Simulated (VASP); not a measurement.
A convergence study with VASP on AlN (wurtzite): one setting is varied, all else stays as given below, so the limit is that of these other settings.

```yaml
crystal:
  lattice:
    - [1.55500, -2.69334, 0.00000]
    - [1.55500, 2.69334, 0.00000]
    - [0.00000, 0.00000, 4.98000]
  atoms:
    - { symbol: Al, position: [0.66667, 0.33333, 0.50000] }
    - { symbol: Al, position: [0.33333, 0.66667, 0.00000] }
    - { symbol: N, position: [0.66667, 0.33333, 0.88200] }
    - { symbol: N, position: [0.33333, 0.66667, 0.38200] }
```

All values below come from PBEsol GGA, VASP's PBE PAW potentials (set 64) (plane waves; VASP). The tightest run used: 700 eV cut-off, 17×17×9 Γ-centred mesh, tetrahedra with Blöchl corrections, potentials Al N.

**Question.** The settings run are 3×3×2 mesh; 4×4×2 mesh; 5×5×3 mesh; 6×6×3 mesh; 7×7×4 mesh; 8×8×4 mesh; 9×9×5 mesh; 10×10×6 mesh; 11×11×6 mesh; 12×12×7 mesh; 13×13×7 mesh; 14×14×8 mesh; 15×15×8 mesh; 16×16×9 mesh; 17×17×9 mesh. From which on does the energy per atom stay within 0.001 eV/atom of the tightest run?

**Answer.** From 6×6×3 mesh on: it is off by 0.0008 there and by no more than 0.001 in any finer run, while 5×5×3 mesh is off by 0.0021.
```
setting       E (eV/atom)  pressure (GPa)  irreducible k-points  difference judged (eV/atom)
------------  -----------  --------------  --------------------  ---------------------------
3×3×2 mesh        -7.7827            0.56                     6                       0.0478
4×4×2 mesh        -7.8223            0.44                     8                       0.0083
5×5×3 mesh        -7.8285            0.49                    10                       0.0021
6×6×3 mesh        -7.8297            0.50                    14                       0.0008
7×7×4 mesh        -7.8305            0.50                    24                       0.0001
8×8×4 mesh        -7.8306            0.50                    30                       0.0000
9×9×5 mesh        -7.8306            0.50                    36                       0.0000
10×10×6 mesh      -7.8306            0.50                    56                       0.0000
11×11×6 mesh      -7.8306            0.50                    64                       0.0000
12×12×7 mesh      -7.8306            0.50                    76                       0.0000
13×13×7 mesh      -7.8306            0.50                    84                       0.0000
14×14×8 mesh      -7.8306            0.50                   120                       0.0000
15×15×8 mesh      -7.8306            0.50                   135                       0.0000
16×16×9 mesh      -7.8306            0.50                   150                       0.0000
17×17×9 mesh      -7.8306            0.50                   165                       0.0000
```

Left out are rungs that failed or repeat a setting and relaxations that didn't move; long series are thinned to 24 rows.

The compound is AlN in the wurtzite structure. The cell was not relaxed at this level.
